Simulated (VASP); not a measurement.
All values below come from PBEsol GGA, VASP's PBE PAW potentials (set 64) (plane waves; VASP).

A VASP calculation is set up with these files.

File POSCAR:
```
SnTe
1
    0.0235690526     3.1425403438     3.1425403438
    3.1661093964     0.0000000000     3.1661093964
    3.1425403438     3.1425403438     0.0235690526
Sn Te
1 1
Direct
  0.0000000000   0.0000000000   0.0000000000
  0.5000000000   0.5000000000   0.5000000000
```

### KPOINTS
```
Automatic
0
gamma
 8 8 8
```

### INCAR
```
ALGO = Normal
EDIFF = 1E-7
ENCUT = 480
GGA = PS
ISIF = 2
ISMEAR = 0
LASPH = .TRUE.
LCHARG = .FALSE.
LMAXMIX = 4
LREAL = .FALSE.
LWAVE = .FALSE.
NELM = 100
PREC = Accurate
SIGMA = 0.05
SYSTEM = SnTe
```

POTCAR, in this order: Sn_d Te (PBE.64 set). Program: vasp_std.

The run wrote:

**OUTCAR**
```
 ion  position               nearest neighbor table
   1  0.000  0.000  0.000-   2 3.14   2 3.14   2 3.14   2 3.14   2 3.14   2 3.14
   2  0.500  0.500  0.500-   1 3.14   1 3.14   1 3.14   1 3.14   1 3.14   1 3.14
  LATTYP: Found a body centered orthorhombic cell.
 ALAT       =     4.4108915007
 B/A-ratio  =     1.0151133501
 C/A-ratio  =     1.4249003147
 Subroutine PRICEL returns:
 Original cell was already a primitive cell.
 Subroutine GETGRP returns: Found  8 space group operations
The static configuration has the point symmetry D_2h.
The dynamic configuration has the point symmetry D_2h.
 Subroutine INISYM returns: Found  8 space group operations
 Subroutine IBZKPT returns following result:
 Found     95 irreducible k-points:

 Following reciprocal coordinates:
            Coordinates               Weight
  0.000000  0.000000  0.000000      1.000000
  0.125000  0.000000  0.000000      4.000000
  0.250000  0.000000  0.000000      4.000000
  0.375000  0.000000  0.000000      4.000000
  0.500000  0.000000  0.000000      2.000000
  0.000000  0.125000  0.000000      4.000000
  0.125000  0.125000 -0.000000      4.000000
  0.250000  0.125000 -0.000000      8.000000
  0.375000  0.125000  0.000000      8.000000
  0.500000  0.125000  0.000000      8.000000
 -0.375000  0.125000  0.000000      8.000000
 -0.250000  0.125000  0.000000      8.000000
 -0.125000  0.125000  0.000000      8.000000
  0.000000  0.250000  0.000000      4.000000
  0.125000  0.250000 -0.000000      8.000000
  0.250000  0.250000 -0.000000      4.000000
  0.375000  0.250000  0.000000      8.000000
  0.500000  0.250000 -0.000000      8.000000
 -0.375000  0.250000 -0.000000      8.000000
 -0.250000  0.250000  0.000000      8.000000
 -0.125000  0.250000 -0.000000      8.000000
  0.000000  0.375000 -0.000000      4.000000
...
```

### OSZICAR
```
       N       E                     dE             d eps       ncg     rms          rms(c)
DAV:   1     0.118615957202E+03    0.11862E+03   -0.93948E+03  2690   0.155E+03
DAV:   2     0.161934882119E+01   -0.11700E+03   -0.11499E+03  2786   0.355E+02
DAV:   3    -0.813346735356E+01   -0.97528E+01   -0.96485E+01  3488   0.953E+01
DAV:   4    -0.838205738765E+01   -0.24859E+00   -0.24850E+00  2988   0.168E+01
DAV:   5    -0.839246731635E+01   -0.10410E-01   -0.10410E-01  3786   0.321E+00    0.494E+00
DAV:   6    -0.833998156164E+01    0.52486E-01   -0.12097E-01  3650   0.320E+00    0.310E+00
DAV:   7    -0.833778561409E+01    0.21959E-02   -0.46938E-02  3358   0.157E+00    0.687E-01
DAV:   8    -0.833710320560E+01    0.68241E-03   -0.72235E-03  3206   0.853E-01    0.160E-01
DAV:   9    -0.833716682255E+01   -0.63617E-04   -0.49854E-04  3186   0.234E-01    0.354E-02
DAV:  10    -0.833715533559E+01    0.11487E-04   -0.51008E-05  3250   0.752E-02    0.202E-02
DAV:  11    -0.833715511680E+01    0.21880E-06   -0.25145E-05  3258   0.484E-02    0.192E-02
DAV:  12    -0.833715469521E+01    0.42159E-06   -0.22737E-06  3206   0.140E-02    0.969E-03
DAV:  13    -0.833715454463E+01    0.15057E-06   -0.18703E-07  2348   0.344E-03    0.326E-03
DAV:  14    -0.833715457360E+01   -0.28964E-07   -0.99395E-08  1528   0.432E-03
   1 F= -.83371546E+01 E0= -.83371027E+01  d E =-.103779E-03
```

OUTCAR:
```
------------------------ aborting loop because EDIFF is reached ----------------------------------------
  FORCE on cell =-STRESS in cart. coord.  units (eV):
  Direction    XX          YY          ZZ          XY          YZ          ZX
  --------------------------------------------------------------------------------------
  Total        0.0404310      0.0403724      0.0404310     -0.0000000      0.0000000     -0.0872370
  in kB        1.0437018      1.0421898      1.0437018     -0.0000000      0.0000000     -2.2519732
  external PRESSURE =       1.0431978 kB  Pullay stress =       0.0000000 kB
  volume of cell :       62.07
      direct lattice vectors                 reciprocal lattice vectors
     0.023569053  3.142540344  3.142540344    -0.160309267  0.159106947  0.160309267
     3.166109396  0.000000000  3.166109396     0.157922528 -0.159106947  0.157922528
     3.142540344  3.142540344  0.023569053     0.160309267  0.159106947 -0.160309267
 POSITION                                       TOTAL-FORCE (eV/Angst)
 -----------------------------------------------------------------------------------
      0.00000      0.00000      0.00000         0.000000      0.000000     -0.000000
      3.16611      3.14254      3.16611        -0.000000     -0.000000      0.000000
 -----------------------------------------------------------------------------------
    total drift:                                0.000000     -0.000000     -0.000000
  FREE ENERGIE OF THE ION-ELECTRON SYSTEM (eV)
  ---------------------------------------------------
  free  energy   TOTEN  =        -8.3371545736 eV

  energy  without entropy=       -8.3370507951  energy(sigma->0) =       -8.33710268
```
(Selected blocks of OUTCAR.)

The compound is SnTe in the rock salt structure, which distorts at low temperature. This cell was strained or had an atom moved on purpose.
